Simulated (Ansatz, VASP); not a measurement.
Cs3TeH: VASP beside Ansatz

```
Te H Cs
1.0
     6.04000    0.00000    0.00000
     0.00000    6.04000    0.00000
     0.00000    0.00000    6.04000
Te H Cs
1 1 3
Direct
  0.00000 0.00000 0.00000
  0.50000 0.50000 0.50000
  0.50000 0.50000 0.00000
  0.50000 0.00000 0.50000
  0.00000 0.50000 0.50000
```

The cell comes from a database or a generator and needn't be the stable form of this composition.

Alike in both runs: task single point; functional PBE; k mesh 4 × 4 × 4; occupations gaussian, width 0.05 eV; no spin polarisation.

```csv
,VASP,Ansatz
version,VASP 6.6.1,Ansatz 0.2.0
potentials or method,"VASP PAW PBE potentials, release 64 (Te, H, Cs_sv)","scalar-relativistic, plane waves, PAW"
plane-wave cutoff (eV),520,420
valence electrons in the cell,34,44
```

VASP gave:

* gap on the k mesh at the Fermi level (eV): 2.14
* least direct gap on the mesh (eV): 2.14
* pressure (GPa): -0.3

Question: What did Ansatz give for the same quantities?

Answer: gap on the k mesh at the Fermi level (eV): 2.15; least direct gap on the mesh (eV): 2.15; pressure (GPa): -0.4.

The two sets of potentials don't hold the same shells in valence.

Caveats: spin-orbit coupling is left out, which moves the levels of the heavy elements. Expect the measured gap to be larger: semilocal functionals such as PBE lack the derivative discontinuity. A k mesh can miss the band edges.
